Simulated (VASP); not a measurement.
Input of a VASP 6.6.1 run:

Contents of INCAR:

```
  ALGO = Normal
  EDIFF = 1E-7
  ENCUT = 520
  GGA = PE
  ICORELEVEL = 1
  ISIF = 2
  ISMEAR = 1
  LASPH = True
  LCHARG = False
  LMAXMIX = 4
  LREAL = False
  LWAVE = False
  NBANDS = 12
  NELM = 80
  PREC = Accurate
  SIGMA = 0.1
```

File KPOINTS:

```
k-points
0
Gamma
  18 18 18
```

POSCAR

```
Cu                                      
1.0
    0.0000000000      1.8178591655      1.8178591655
    1.8178591655      0.0000000000      1.8178591655
    1.8178591655      1.8178591655      0.0000000000
  Cu            
     1
Direct
     0.0000000000000000    0.0000000000000000    0.0000000000000000
```

KPOINTS_OPT

```
explicit points
206
Reciprocal
 0.0000000000  0.0000000000  0.0000000000 1
 0.0263157895  0.0000000000  0.0263157895 1
 0.0526315789  0.0000000000  0.0526315789 1
 0.0789473684  0.0000000000  0.0789473684 1
 0.1052631579  0.0000000000  0.1052631579 1
 0.1315789474  0.0000000000  0.1315789474 1
[... 198 lines left out ...]
 0.5000000000  0.2500000000  0.7500000000 1
 0.5000000000  0.0000000000  0.5000000000 1
```

Potentials or basis: VASP PAW PBE potentials, release 64 (Cu).

Command:

```bash
$ cat potpaw_PBE.64/Cu/POTCAR > POTCAR
$ mpirun -np 1 vasp_std > vasp.out
```

What does it give for the pressure?

0.0 GPa.

Estimate the band gap along the path.

none (metal or under the smearing width).

Core levels (eV, on the scale of the bands):
| atom | levels |
| --- | --- |
| 1 Cu | 1s -8841.3, 2s -1053.6, 2p -908.1, 3s -105.2, 3p -62.6 |
